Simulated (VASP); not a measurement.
These are PBEsol GGA, VASP's PBE PAW potentials (set 64) (plane waves; VASP 6.6.1) values and carry that method's errors.

VASP input:

File POSCAR:
```
Zn4O3S
1
    3.3670960457    -5.8407251828     0.0293307055
    1.6873334468     2.9225478965    -0.0000000043
    0.0235444450    -0.0135933967     5.4628651959
Zn S O
4 1 3
Direct
  0.3349141754   0.3349131754   0.4527827786
  0.1330531113   0.6330541113   0.0232487245
  0.8306793852   0.3306783852   0.5154870726
  0.6982532018   0.6982532018   0.0191068831
  0.3394001301   0.3393991301   0.8710274288
  0.1553554925   0.6553564925   0.3807637555
  0.8286101860   0.3286091860   0.8823264359
  0.6797363179   0.6797363179   0.3832569208
```

INCAR:
```
# general
SYSTEM =Zn4O3S
PREC   =Accurate
ENCUT  =520
LREAL  =.FALSE.
LASPH  =.TRUE.
ICHARG =11

# electronic loop
EDIFF  =1E-7
NELM   =100
ALGO   =Normal
LMAXMIX=4

# smearing
ISMEAR =0
SIGMA  =0.05

# functional
GGA    =PS

# output
LWAVE  =.FALSE.
LCHARG =.FALSE.
LORBIT =11
```

**KPOINTS**
```
k-points along high-symmetry lines
9
Line-mode
Reciprocal
  0.000000   0.000000   0.000000 ! GAMMA
  0.500000  -0.500000   0.000000 ! Z

  0.500000  -0.500000   0.000000 ! Z
  1.000000  -0.500000   0.000000 ! D

  1.000000  -0.500000   0.000000 ! D
  0.500000   0.000000   0.000000 ! B

  0.500000   0.000000   0.000000 ! B
  0.000000   0.000000   0.000000 ! GAMMA

  0.000000   0.000000   0.000000 ! GAMMA
  0.500000   0.000000  -0.500000 ! A

  0.500000   0.000000  -0.500000 ! A
  1.000000  -0.500000  -0.500000 ! E

  1.000000  -0.500000  -0.500000 ! E
  0.500000  -0.500000   0.000000 ! Z

  0.500000  -0.500000   0.000000 ! Z
  0.500000  -0.500000  -0.500000 ! C_2

  0.500000  -0.500000  -0.500000 ! C_2
  0.000000   0.000000  -0.500000 ! Y_2

  0.000000   0.000000  -0.500000 ! Y_2
  0.000000   0.000000   0.000000 ! GAMMA
```

POTCAR, in this order: Zn S O (PBE.64 set). Program: vasp_std. Read from the step before: CHGCAR.

Output

**OUTCAR**
```
 ion  position               nearest neighbor table
   1  0.335  0.335  0.453-   6 2.03   6 2.03   8 2.04   5 2.29
   2  0.133  0.633  0.023-   7 1.94   6 1.96   5 2.23   5 2.23   4 3.05   4 3.05
   3  0.831  0.331  0.515-   7 2.00   6 2.03   8 2.04   8 2.04
   4  0.698  0.698  0.019-   8 1.99   7 1.99   7 1.99   5 2.25   2 3.05   2 3.05
   5  0.339  0.339  0.871-   2 2.23   2 2.23   4 2.25   1 2.29
   6  0.155  0.655  0.381-   2 1.96   3 2.03   1 2.03   1 2.03
   7  0.829  0.329  0.882-   2 1.94   4 1.99   4 1.99   3 2.00
   8  0.680  0.680  0.383-   4 1.99   3 2.04   3 2.04   1 2.04
  LATTYP: Found a simple monoclinic cell.
 ALAT       =     5.4629328451
 B/A-ratio  =     0.6177391415
 C/A-ratio  =     1.0683687410
 COS(beta)  =    -0.0100019218
 Subroutine PRICEL returns:
 Original cell was already a primitive cell.
 Subroutine GETGRP returns: Found  2 space group operations
The static configuration has the point symmetry C_1h.
The dynamic configuration has the point symmetry C_1h.
 Subroutine INISYM returns: Found  2 space group operations
   k-points           NKPTS =     90   k-points in BZ     NKDIM =     90   number of bands    NBANDS=     43
   number of dos      NEDOS =    301   number of ions     NIONS =      8
   total plane-waves  NPLWV =  58800
   dimension x,y,z NGX =    50 NGY =   28 NGZ =   42
   dimension x,y,z NGXF=   100 NGYF=   56 NGZF=   84
...
```

File OSZICAR:
```
       N       E                     dE             d eps       ncg     rms          rms(c)
DAV:   1     0.683452364890E+03    0.68345E+03   -0.35153E+04  7748   0.236E+03
DAV:   2     0.664989687964E+02   -0.61695E+03   -0.59842E+03  7804   0.530E+02
DAV:   3    -0.306218455055E+02   -0.97121E+02   -0.95398E+02  8439   0.186E+02
DAV:   4    -0.356557395276E+02   -0.50339E+01   -0.49935E+01  9026   0.432E+01
DAV:   5    -0.357278556035E+02   -0.72116E-01   -0.71987E-01  9084   0.508E+00
DAV:   6    -0.357291398047E+02   -0.12842E-02   -0.12836E-02  8924   0.636E-01
DAV:   7    -0.357291784916E+02   -0.38687E-04   -0.38676E-04  9140   0.101E-01
DAV:   8    -0.357291799250E+02   -0.14335E-05   -0.14331E-05  8945   0.178E-02
DAV:   9    -0.357291799865E+02   -0.61504E-07   -0.61276E-07  7041   0.332E-03
   1 F= -.35729180E+02 E0= -.35727796E+02  d E =-.276827E-02
```

### OUTCAR
```
 val. band max:        2.3002128830   @ k =   0.0000   0.0000   0.0000

 cond. band min:       2.3505479750   @ k =   0.0000   0.0000   0.0000



 k-point     1 :       0.0000    0.0000    0.0000
  band No.  band energies     occupation
      1     -16.2349      2.00000
      2     -15.7935      2.00000
      3     -15.5804      2.00000
      4     -10.8374      2.00000
      5      -4.5562      2.00000
      6      -4.4382      2.00000
      7      -4.4075      2.00000
      8      -4.3143      2.00000
      9      -4.2944      2.00000
     10      -4.2691      2.00000
     11      -4.1671      2.00000
     12      -4.0698      2.00000
     13      -4.0552      2.00000
     14      -3.8563      2.00000
     15      -3.8023      2.00000
     16      -3.6388      2.00000
     17      -3.5099      2.00000
     18      -3.4784      2.00000
     19      -3.3647      2.00000
     20      -3.3427      2.00000
     21      -3.2728      2.00000
     22      -3.2711      2.00000
     23      -3.1384      2.00000
     24      -3.0572      2.00000
     25      -2.9673      2.00000
     26      -2.6191      2.00000
     27      -1.9852      2.00000
     28      -1.5090      2.00000
     29      -0.8792      2.00000
     30       0.0159      2.00000
     31       0.3265      2.00000
     32       0.5393      2.00000
     33       0.8141      2.00000
     34       1.3917      2.00000
     35       1.6117      2.00000
     36       2.3002      1.66104
     37       2.3505      0.64016
     38       5.2302      0.00000
     39       7.2443      0.00000
     40       7.6291      0.00000
     41       8.1132      0.00000
     42       9.1708      0.00000
     43       9.8531      0.00000

 k-point     2 :       0.0625   -0.0625    0.0000
  band No.  band energies     occupation
      1     -16.2230      2.00000
      2     -15.7869      2.00000
      3     -15.5782      2.00000
      4     -10.8181      2.00000
      5      -4.5431      2.00000
      6      -4.4306      2.00000
...
```

The density is held fixed in this step, so its total energy and stress have no physical meaning.

The structure was generated: Zn4O3S was put into an ordered model structure (Pm), which need not be its known phase. It was relaxed first.
